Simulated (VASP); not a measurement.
Given:

```
BeI2
1.0
   -3.12211     5.76227     3.00176
    3.12211    -5.76227     3.00176
    3.12211     5.76227    -3.00176
Be I
2 4
Direct
  0.25000   0.25000   0.00000
  0.75000   0.75000   0.00000
  0.61565   0.28642   0.90207
  0.38435   0.71358   0.09793
  0.88435   0.78642   0.67078
  0.11565   0.21358   0.32922
```

Method: PBEsol GGA with spin-orbit coupling, VASP's PBE PAW potentials (set 64) (plane waves; VASP 6.6.1). Settings: 400 eV cut-off, 5×5×5 Γ-centred mesh, Gaussian smearing of 0.050 eV, potentials Be I.

Without a dispersion term in the relaxation, distances and binding between the weakly bound layers, chains or molecules are unreliable, and so is what depends on them.

### Question
Predict the energy per atom (σ→0), band gap (over mesh and band path) with the smallest direct gap where there is one.

### Answer

The band gap (over mesh and band path) is 3.66 eV, the smallest direct gap (over mesh and band path) is 3.89 eV and the energy per atom (σ→0) is -3.128 eV/atom.

Total energies compare only between runs with the same potentials, cut-off and functional.

The structure comes from a computed database's BeI2 entry (Ibam), a phase known from measurement. It was relaxed first.
